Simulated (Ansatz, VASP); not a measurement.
# NiTe2 (Melonite): VASP beside Ansatz, part 2 of 2

Aim: how closely do two programs agree when they are given the same cell, functional and k mesh? The cell is taken from a series of runs on this material, whose earlier steps may have relaxed, scaled, displaced or heated it; both programs get it as it stands.

VASP 6.6.1 and Ansatz 0.2.0.

So far: Starting point; VASP: zone-centre phonons, LDA, pair 1.

### Step 3. Ansatz: zone-centre phonons, LDA, pair 1

Level of this step: Ansatz beside VASP: Kohn-Sham DFT, plane waves, LDA (Ansatz).

Ansatz runs on its PAW soft_1 files.

The same cell, functional (in two slightly different forms), mesh and smearing now go to Ansatz.

Input file input.yaml:

```yaml
crystal:
  lattice:
    - [3.8177694964, 0.0, 0.0]
    - [-1.9088847482, 3.3062853697, 0.0]
    - [0.0, 0.0, 5.0462194773]
  atoms:
    - { symbol: Ni, position: [0.0, 0.0, 0.0] }
    - { symbol: Te, position: [0.3333333333, 0.6666666667, 0.2529196287] }
    - { symbol: Te, position: [0.6666666667, 0.3333333333, 0.7470803713] }
kpoints:
  mp_grid: { grid: [6, 6, 4] }
hamiltonian:
  xc: lda
  pseudopotentials: { kind: paw, azcp: { folder: soft_1 }, xc_functional: pbe }
scf:
  occupations: { method: gaussian, width: 0.1 }
output:
  eigenvalues: true
basis:
  ecutwfc: 260.0
phonons:
  method: dfpt
```

Command:

```
> ansatz run input.yaml --threads 4 --pin off --max-ram 8192MiB --backend cpu --events-out ev --progress --plain --runs-dir out
```

Numbers of over 12 decimals in the logs are rounded to 6 here.

The program printed:

```text
Warning: basis.ecutwfc = 260 eV is below the records' recommended 420 eV, and the density's cutoff is lower with it unless basis.ecutrho_ratio is high enough to keep the records' density cutoff: compare with a run at a higher cutoff
Engine: ansatz 0.2.0, x86_64-unknown-linux-gnu
Pseudopotentials: kind: paw
Pseudopotential: Ni, paw, valence charge 18, recommended cutoff 420 eV (normal), soft_1/Ni.paw.azcp
Pseudopotential: Te, paw, valence charge 16, recommended cutoff 420 eV (normal), soft_1/Te.paw.azcp
Functional definition: SPW92
  exchange = slater_x
  correlation = pw_c
Crystal: 3 atoms, lattice volume = 63.697 Å³
Basis set: ecut = 260 eV, 589 PW (Γ), exchange–correlation on 48×48×54 points (8 copies of the dense FFT grid, shifted against one another)
Bands: 30, of which v1, the nominal top of the filled ones, is band 25 counted from 1 (24 counted from 0)
Symmetry: 12 space group operations
k-points: 47 of 144 (irreducible under 2 space group operations, time reversal used)
Non-local potential: Ni, projectors of the file, l = 0: 3, l = 1: 2, l = 2: 3, l = 3: 1
Non-local potential: Te, projectors of the file, l = 0: 2, l = 1: 2, l = 2: 2, l = 3: 1
PAW form: soft (Blöchl's): semilocal exchange-correlation on the pseudo side does not see the compensation charge
PAW frozen core: Ni, regenerated for the run's functional, and the local potential with it (the file was generated under x = pbe(κ = 0.804, μ = 0.219515), c = pbe(β = 0.066725))
PAW frozen core: Te, regenerated for the run's functional, and the local potential with it (the file was generated under x = pbe(κ = 0.804, μ = 0.219515), c = pbe(β = 0.066725))
PAW one-centre angular grid: Ni, 590 points (default); XC on 64 Gauss nodes
PAW one-centre angular grid: Te, 590 points (default); XC on 64 Gauss nodes
Initial density: superposition of atomic densities (chi_scale 0.1, normalization cell, long waves kept (reshape's long-wave potential 0.01 eV rms))
Initial wavefunctions: pseudopotential atomic-orbital guess
Functional: x = slater, c = lda
SCF iter   1: F=—  HF=-19429.864371 eV  |F-HF|=—  |Δ(HF+E_count)|=         —  Δρ=1.85e-1  dr2=2.40e1  ethr=3.10e-3  ⟨swp⟩=7.2  Hψ=6162  notcnv=0
preconditioner: auto → Kerker (q_TF=auto, 2.620 Å⁻¹)  [metal: Δε(μ)=0.066 eV  Ē_g=9.752 eV  σ=0.100 eV  W_gap=0.36  n_scr=22 (ndim 8)  ℏωp=21.8 eV  f_vac=0.000  D(μ)=2.01/eV (n_scr^D=20)]
SCF iter   2: F=—  HF=-19428.004205 eV  |F-HF|=—  |Δ(HF+E_count)|=    1.86e0  Δρ=1.87e-1  dr2=1.05e1  ethr=3.10e-3  ⟨swp⟩=3.0  Hψ=3508  notcnv=0  defer=30
SCF iter   3: F=—  HF=-19426.649840 eV  |F-HF|=—  |Δ(HF+E_count)|=    1.35e0  Δρ=4.61e-2  dr2=3.06e0  ethr=3.10e-3  ⟨swp⟩=2.8  Hψ=3210  notcnv=0  defer=26
SCF iter   4: F=—  HF=-19426.165723 eV  |F-HF|=—  |Δ(HF+E_count)|=   4.84e-1  Δρ=7.29e-2  dr2=2.30e0  ethr=3.10e-3  ⟨swp⟩=2.7  Hψ=2120  notcnv=0  defer=30
SCF iter   5: F=—  HF=-19426.018737 eV  |F-HF|=—  |Δ(HF+E_count)|=   1.47e-1  Δρ=2.55e-2  dr2=2.46e-1  ethr=3.10e-3  ⟨swp⟩=2.0  Hψ=1889  notcnv=0  defer=26
SCF iter   6: F=—  HF=-19425.994213 eV  |F-HF|=—  |Δ(HF+E_count)|=   2.45e-2  Δρ=3.64e-3  dr2=8.83e-3  ethr=4.93e-4  ⟨swp⟩=2.0  Hψ=1625  notcnv=0  defer=26
SCF iter   7: F=—  HF=-19425.992417 eV  |F-HF|=—  |Δ(HF+E_count)|=   1.80e-3  Δρ=1.18e-3  dr2=9.31e-4  ethr=1.77e-5  ⟨swp⟩=2.0  Hψ=1786  notcnv=0  defer=26
SCF iter   8: F=—  HF=-19425.992193 eV  |F-HF|=—  |Δ(HF+E_count)|=   2.23e-4  Δρ=2.16e-4  dr2=3.71e-5  ethr=1.86e-6  ⟨swp⟩=2.0  Hψ=1795  notcnv=0  defer=26
SCF iter   9: F=—  HF=-19425.992171 eV  |F-HF|=—  |Δ(HF+E_count)|=   2.20e-5  Δρ=6.07e-5  dr2=2.50e-6  ethr=7.41e-8  ⟨swp⟩=2.0  Hψ=1840  notcnv=0  defer=26
SCF iter  10: F=—  HF=-19425.992172 eV  |F-HF|=—  |Δ(HF+E_count)|=   7.41e-7  Δρ=2.19e-5  dr2=3.15e-7  ethr=4.99e-9  ⟨swp⟩=2.1  Hψ=1819  notcnv=0  defer=26
SCF iter  11: F=—  HF=-19425.992172 eV  |F-HF|=—  |Δ(HF+E_count)|=   2.99e-8  Δρ=3.95e-6  dr2=8.07e-9  ethr=6.30e-10  ⟨swp⟩=1.2  Hψ=1392  notcnv=0  defer=26
SCF iter  12: F=—  HF=-19425.992172 eV  |F-HF|=—  |Δ(HF+E_count)|=  6.91e-10  Δρ=1.12e-6  dr2=5.67e-10  ethr=1.61e-11  ⟨swp⟩=2.8  Hψ=2605  notcnv=0  defer=26
SCF iter  13: F=—  HF=-19425.992172 eV  |F-HF|=—  |Δ(HF+E_count)|=  5.09e-11  Δρ=2.59e-7  dr2=3.86e-11  ethr=1.13e-12  ⟨swp⟩=2.7  Hψ=2268  notcnv=0  defer=26
SCF iter  14: F=-19425.992172 eV  HF=-19425.992172 eV  |F-HF|=7.28e-12  |Δ(HF+E_count)|=    0.00e0  Δρ=5.86e-8  dr2=2.38e-12  ethr=1.00e-12  ⟨swp⟩=8.9  Hψ=6900  notcnv=0
SCF 1 converged in 14 iterations: F = -19425.992172 eV  dr2 = 2.38e-12
  greatest PAW one-centre occupation: 1.004 electrons in one spin orbital (limit 2), on the Ni atom at site 0 (counted from 0), in its partial waves of l = 1
DFPT response loops at Γ: preconditioner auto → Kerker (q_TF=auto, 2.620 Å⁻¹) (partly filled bands, converged f_vac=0.007); β = 1.00, the filter's whole step (`scf.mixing.beta` (0.50) is not read by the response loops under this deck's `scf.mixing.preconditioner`; to damp them name `kerker` or `kerker_dos`, under which they read `scf.mixing.beta`, and type it under 1.00, their step now; both keys bind the ground state too); Broyden in place of MSR1
SCF converged after 14 iterations
Free energy (F): -19425.992172 eV
Harris-Foulkes:  -19425.992172 eV  (|F-HF|=7.28e-12)
Internal energy: -19425.985695 eV  (E = F + TS)
E sigma→0 (E₀):  -19425.988934 eV
Entropy (-TS):   -0.006477 eV (-2.159 meV/atom)
Fermi energy:    13.191186 eV
--- Per-component energies (eV) ---
  E_band       = -780.867563
  E_kinetic    = 699.401626
  E_local      = -6805.359774  (includes V_loc(G=0)·N_el)
  E_nonlocal   = 57.098678
  E_hartree    = 3539.968978
  E_xc         = -358.436828
  E_vxc        = -353.482984  (∫ρ·V_xc dr)
  E_paw        = -10657.505669  (= ΣΔE_a)
  E_vpaw       = -1458.440398  (= ΣTr[D̂ρ^β])
  E_aug_tail   = -0.022654  (compensation charges beyond the density's cutoff)
  E_ewald      = -5902.921456
  E_core_change = 1.791406  (= ΣΔE_core)
  E_smearing   = -0.006477  (= −TS)
  E_closure    = 0.000000  (closes the sum)
  Σ components = -19425.992172   (vs F -19425.992172, Δ=0.00e0)
--- Band table (eV; the first three rows and the last of 47) ---
  k-point 0: bands = [... 21 lower, 11.4890, 13.4612, 13.4612, 13.9817, 13.9817, 15.8272, 16.5077, 18.7398, ... 1 higher]
  k-point 1: bands = [... 21 lower, 11.4917, 13.0399, 13.0399, 14.3873, 14.4968, 14.4968, 16.9727, 19.1041, ... 1 higher]
  k-point 2: bands = [... 21 lower, 11.4560, 12.6073, 12.7674, 12.7674, 14.8772, 14.8772, 17.8942, 18.5779, ... 1 higher]
  k-point 46: bands = [... 21 lower, 10.8048, 11.0905, 11.3326, 11.8327, 13.4076, 14.9434, 18.1415, 18.6302, ... 1 higher]
--- Phonons (Γ-DFPT): 4 representative perturbations + reference, on 47 of 144 k-points (Σ response iterations 16) ---
  k mesh reduced under 2 symmetry operations, with k and −k counted as one. Each operation leaves every solved perturbation unchanged. A smaller set is not used because it would not reduce the number of displacements times k-points to solve
  ASR residual: 2.760e-5 → 0.000e0 eV/Å²; symmetrization residual: 1.407e-5 eV/Å²
  ASR residual per site (eV/Å²): 2.76e-5 2.50e-5 2.50e-5
  Γ frequencies (cm⁻¹): 0.00 0.00 0.00 95.59 95.59 157.20 194.75 208.26 208.26
  non-analytic LO–TO correction: not included (Born effective charges unavailable; polar crystals: no LO–TO splitting at Γ)
```

### Step 4. Side by side

Known differences besides the potentials themselves: the two LDA forms differ slightly; the data sets hold 50 valence electrons in Ansatz (on its PAW soft_1 files) and 22 in VASP; the cutoff is 260 eV in Ansatz and 600 eV in VASP; VASP's log shows a relativistic correction to its local exchange, Ansatz's none; Ansatz's log warns that its cutoff lies below the recommended one. Total energies have different zeros and are not compared.

Both answers:

```
                  quantity  Ansatz   VASP  difference
optical mode 1 to 2 (cm⁻¹)    95.6  105.5     -9.38 %
     optical mode 3 (cm⁻¹)   157.2  162.4     -3.21 %
     optical mode 4 (cm⁻¹)   194.8  209.3     -6.94 %
optical mode 5 to 6 (cm⁻¹)   208.3  228.7     -8.95 %
```

Modes are paired by rising frequency, not by their patterns, so a pair may set unlike modes beside each other; they are those without the splitting of longitudinal modes.

### Step 5. Ansatz: zone-centre phonons, LDA, pair 2

Second derivatives magnify differences that forces hide, and they need a tight electronic threshold.

The cell is taken from a series of runs on this material, whose earlier steps may have relaxed, scaled, displaced or heated it; both programs get it as it stands.

Changes to input.yaml since step 3:

```diff
@@ -22 +22,9 @@
   method: dfpt
+  qmesh: [2, 2, 1]
+  temperatures: { t_max: 1000, t_step: 50 }
+  qpath:
+    path:
+      - [[0.0, 0.0, 0.0], [0.5, 0.0, 0.0], [0.33333333, 0.33333333, 0.0], [0.0, 0.0, 0.0], [0.0, 0.0, 0.5], [0.5, 0.0, 0.5], [0.33333333, 0.33333333, 0.5], [0.0, 0.0, 0.5]]
+      - [[0.5, 0.0, 0.5], [0.5, 0.0, 0.0]]
+      - [[0.33333333, 0.33333333, 0.5], [0.33333333, 0.33333333, 0.0]]
+    npoints: 10
```

The program printed:

```text
[...]
Crystal: 3 atoms, lattice volume = 63.697 Å³
Basis set: ecut = 260 eV, 589 PW (Γ), exchange–correlation on 48×48×54 points (8 copies of the dense FFT grid, shifted against one another)
Bands: 30, of which v1, the nominal top of the filled ones, is band 25 counted from 1 (24 counted from 0)
Symmetry: 12 space group operations
k-points: 24 of 144
[...]
largest difference from the sums on the solved wave vectors: F 1.83e-1 eV, S 2.48e-4 and C_V 6.46e-5 eV/K
  zero-point energy: 0.071925 eV/cell   skipped modes (ω ≤ 0): 3   left out of the sums: 6.94e-5 of the cell's modes: C_V's classical limit lies that fraction below 3 k_B per atom; for a crystal, a wire or a layer, F and S can be off by more, and a phonons.interpolated_qmesh denser along its periods is the remedy for the sampling
[key lines of the parts left out:]
SCF converged after 14 iterations
Free energy (F): -19425.992172 eV
Fermi energy:    13.191186 eV
```

### Step 6. VASP: zone-centre phonons, LDA, pair 2

The same cell, functional (in two slightly different forms), mesh and smearing now go to VASP, with its own data sets.

Input file INCAR:

```
SYSTEM = NiTe2
PREC = Accurate
ENCUT = 600
EDIFF = 1E-08
NELM = 120
ISMEAR = 0
SIGMA = 0.1
LREAL = .FALSE.
ALGO = Normal
GGA = CA
NBANDS = 17
LASPH = .TRUE.
LORBIT = 11
LWAVE = .FALSE.
LCHARG = .FALSE.
ISIF = 2
IBRION = 8
GGA_COMPAT = .FALSE.
KPAR = 2
```

Input file POSCAR:

```
NiTe2
1.0
    3.8177694964      0.0000000000      0.0000000000
   -1.9088847482      3.3062853697      0.0000000000
    0.0000000000      0.0000000000      5.0462194773
Ni Te
1 2
Direct
    0.0000000000      0.0000000000      0.0000000000
    0.3333333333      0.6666666667      0.2529196287
    0.6666666667      0.3333333333      0.7470803713
```

Input file KPOINTS:

```
Automatic mesh
0
Gamma
6 6 4
0 0 0
```

The projector-augmented-wave data sets are Ni and Te (LDA family, release 64).

Command:

```
> mpirun -np 2 vasp_std
```

The program printed:

```text
[... set-up lines as in an earlier step ...]
 entering main loop
       N       E                     dE             d eps       ncg     rms          rms(c)
[... 18 cycles as in an earlier step ...]
   1 F= -.15044257E+02 E0= -.15041241E+02  d E =-.603140E-02
 Linear response reoptimize wavefunctions to high precision
[... 2 cycles as in an earlier step ...]
 Linear response DOF=           4
 Linear response progress:
  Degree of freedom:   1/  4
       N       E                     dE             d eps       ncg     rms          rms(c)
[... 11 cycles as in an earlier step ...]
 first order change of Fermi-energy   0.14179E-04
 force on displaced ion       1 direction 1 :  -9.181   0.000   0.000
 Linear response progress:
  Degree of freedom:   2/  4
       N       E                     dE             d eps       ncg     rms          rms(c)
[... 14 cycles as in an earlier step ...]
 first order change of Fermi-energy  -0.66060E-03
 force on displaced ion       1 direction 3 :  -0.000   0.000  -7.690
 Linear response progress:
  Degree of freedom:   3/  4
       N       E                     dE             d eps       ncg     rms          rms(c)
[... 13 cycles as in an earlier step ...]
 first order change of Fermi-energy   0.38226E-04
 force on displaced ion       2 direction 1 :  -4.906  -0.002  -0.000
 Linear response progress:
  Degree of freedom:   4/  4
       N       E                     dE             d eps       ncg     rms          rms(c)
[... 12 cycles as in an earlier step ...]
 first order change of Fermi-energy  -0.47531E+00
 force on displaced ion       2 direction 3 :  -0.000   0.000  -8.105
 Linear response finished
```

From OUTCAR (step 6):

```text
[... 4 parts as in an earlier step ...]
```

### Step 7. Side by side

What differs besides the data sets and the points named for the pairs above, as far as they apply: VASP's run holds the zone centre alone; the data sets hold 50 valence electrons in Ansatz (on its PAW soft_1 files) and 22 in VASP. Total energies have different zeros and are not compared.

The two programs side by side:

(Unchanged from step 4.)

Modes are paired by rising frequency, not by their patterns, so a pair may set unlike modes beside each other; they are those without the splitting of longitudinal modes.

### Step 8. Results

| Item | Value |
| --- | --- |
| r.m.s. difference of the optical zone-centre modes, each program's sorted by frequency (zone-centre phonons, LDA, pair 1) | 15 cm⁻¹ |
| difference in optical mode 1 to 2 (zone-centre phonons, LDA, pair 1) | -9.4 % |
| r.m.s. difference of the optical zone-centre modes, each program's sorted by frequency (zone-centre phonons, LDA, pair 2) | 15 cm⁻¹ |
| difference in optical mode 1 to 2 (zone-centre phonons, LDA, pair 2) | -9.4 % |

**Reading.** The r.m.s. difference of the optical zone-centre modes, each program's sorted by frequency is 15 cm⁻¹ (zone-centre phonons, LDA, pair 1). The data sets hold unlike numbers of valence electrons (50 in Ansatz and 22 in VASP), so part of the differences comes from the potentials. Among the rows given in per cent, the largest difference of the zone-centre phonons, LDA, pair 1 pair is in optical mode 1 to 2, -9.4 %. Ansatz's own log doubts the convergence of its zone-centre phonons, LDA, pair 1 run, which may account for the difference. Among the rows given in per cent, the largest difference of the zone-centre phonons, LDA, pair 2 pair is in optical mode 1 to 2, -9.4 %. Ansatz's own log doubts the convergence of its zone-centre phonons, LDA, pair 2 run, which may account for the difference. Such differences can come from data sets, numerical settings and the points named under the comparisons, not from the functional's error against experiment.

[Lines on the potential files, build, host, timing and source positions are cut from VASP's logs without a mark.]

[Logs are printed without paths, hosts, clocks, repeated set-up lines and the standing remarks that a program may print on its own settings, such as how far it seeks lower states.]

[Hosts, paths, dates, database ids (printed as entryN), source tags and the programs' standing remarks are cut or masked in the printed files.]
